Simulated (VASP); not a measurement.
Computed with PBE GGA with D4 dispersion, VASP's PBE PAW potentials (set 64) (plane waves; VASP).

A VASP calculation is set up with these files.

INCAR:
```
SYSTEM  =  Si
PREC  =  Accurate; ENCUT  =  520; LREAL  =  .False.
LASPH  =  .True.; ICHARG  =  11
EDIFF  =  1E-7; NELM  =  100; ALGO  =  Normal
ISMEAR  =  0; SIGMA  =  0.05
GGA  =  PE; IVDW  =  13
LWAVE  =  .False.; LCHARG  =  .False.; LORBIT  =  11
```

### KPOINTS
```
k-points along high-symmetry lines
15
Line-mode
Reciprocal
  0.000000   0.000000   0.000000 ! GAMMA
  0.500000   0.000000   0.500000 ! X

  0.500000   0.000000   0.500000 ! X
  0.625000   0.250000   0.625000 ! U

  0.375000   0.375000   0.750000 ! K
  0.000000   0.000000   0.000000 ! GAMMA

  0.000000   0.000000   0.000000 ! GAMMA
  0.500000   0.500000   0.500000 ! L

  0.500000   0.500000   0.500000 ! L
  0.500000   0.250000   0.750000 ! W

  0.500000   0.250000   0.750000 ! W
  0.500000   0.000000   0.500000 ! X
```

POSCAR:
```
Si
1
    0.0000000000     2.7088368078     2.7088368078
    2.7088368078     0.0000000000     2.7088368078
    2.7088368078     2.7088368078     0.0000000000
Si
2
Direct
  0.0000000000   0.0000000000   0.0000000000
  0.2500000000   0.2500000000   0.2500000000
```

POTCAR, in this order: Si (PBE.64 set). Program: vasp_std. Read from the step before: CHGCAR.

The resulting files:

File OUTCAR:
```
 ion  position               nearest neighbor table
   1  0.000  0.000  0.000-   2 2.35   2 2.35   2 2.35   2 2.35
   2  0.250  0.250  0.250-   1 2.35   1 2.35   1 2.35   1 2.35
  LATTYP: Found a face centered cubic cell.
 ALAT       =     5.4176736156
 Subroutine PRICEL returns:
 Original cell was already a primitive cell.
 Subroutine GETGRP returns: Found 48 space group operations
The static configuration has the point symmetry T_d .
 The point group associated with its full space group is O_h .
The dynamic configuration has the point symmetry T_d .
 Subroutine INISYM returns: Found 48 space group operations
   k-points           NKPTS =     90   k-points in BZ     NKDIM =     90   number of bands    NBANDS=      8
   number of dos      NEDOS =    301   number of ions     NIONS =      2
   total plane-waves  NPLWV =  21952
   dimension x,y,z NGX =    28 NGY =   28 NGZ =   28
   dimension x,y,z NGXF=    56 NGYF=   56 NGZF=   56
   ions per type =               2
   PREC   = accura    normal or accurate (medium, high low for compatibility)
   ISTART =      0    job   : 0-new  1-cont  2-samecut
   ICHARG =     11    charge: 1-file 2-atom 10-const
   ISPIN  =      1    spin polarized calculation?
   LNONCOLLINEAR =      F non collinear calculations
   LSORBIT =      F    spin-orbit coupling
   INIWAV =      1    electr: 0-lowe 1-rand  2-diag
...
```

**OSZICAR**
```
       N       E                     dE             d eps       ncg     rms          rms(c)
DAV:   1     0.878369713676E+01    0.87837E+01   -0.33239E+03  1440   0.768E+02
DAV:   2    -0.887787614628E+01   -0.17662E+02   -0.17146E+02  2160   0.810E+01
DAV:   3    -0.919203054534E+01   -0.31415E+00   -0.30022E+00  1992   0.122E+01
DAV:   4    -0.919346257226E+01   -0.14320E-02   -0.14320E-02  2336   0.799E-01
DAV:   5    -0.919346490381E+01   -0.23316E-05   -0.23313E-05  2000   0.247E-02
DAV:   6    -0.919346492406E+01   -0.20246E-07   -0.20449E-07  2408   0.160E-03
   1 F= -.98616052E+01 E0= -.98616052E+01  d E =-.153540E-12
```

File OUTCAR:
```
 val. band max:        5.8995834438   @ k =   0.0000   0.0000   0.0000

 cond. band min:       6.4598037725   @ k =   0.4286   0.0000   0.4286



 k-point     1 :       0.0000    0.0000    0.0000
  band No.  band energies     occupation
      1      -6.1076      2.00000
      2       5.8996      2.00000
      3       5.8996      2.00000
      4       5.8996      2.00000
      5       8.4680      0.00000
      6       8.4680      0.00000
      7       8.4680      0.00000
      8       9.3569      0.00000

 k-point     2 :       0.0357    0.0000    0.0357
  band No.  band energies     occupation
      1      -6.0851      2.00000
      2       5.7532      2.00000
      3       5.8053      2.00000
      4       5.8053      2.00000
      5       8.4128      0.00000
      6       8.5899      0.00000
      7       8.5899      0.00000
      8       9.4994      0.00000

 k-point     3 :       0.0714    0.0000    0.0714
  band No.  band energies     occupation
      1      -6.0178      2.00000
      2       5.3731      2.00000
      3       5.5654      2.00000
      4       5.5654      2.00000
      5       8.2597      0.00000
      6       8.9125      0.00000
      7       8.9125      0.00000
      8       9.8520      0.00000

 k-point     4 :       0.1071    0.0000    0.1071
  band No.  band energies     occupation
      1      -5.9057      2.00000
      2       4.8594      2.00000
      3       5.2536      2.00000
      4       5.2536      2.00000
      5       8.0385      0.00000
      6       9.3613      0.00000
      7       9.3613      0.00000
      8      10.2409      0.00000

 k-point     5 :       0.1429    0.0000    0.1429
  band No.  band energies     occupation
      1      -5.7492      2.00000
      2       4.2779      2.00000
      3       4.9199      2.00000
      4       4.9199      2.00000
      5       7.7814      0.00000
      6       9.8851      0.00000
      7       9.8851      0.00000
      8      10.3869      0.00000
...
```

The density is held fixed in this step, so its total energy and stress have no physical meaning.

The compound is Si in the diamond structure. It was relaxed first.
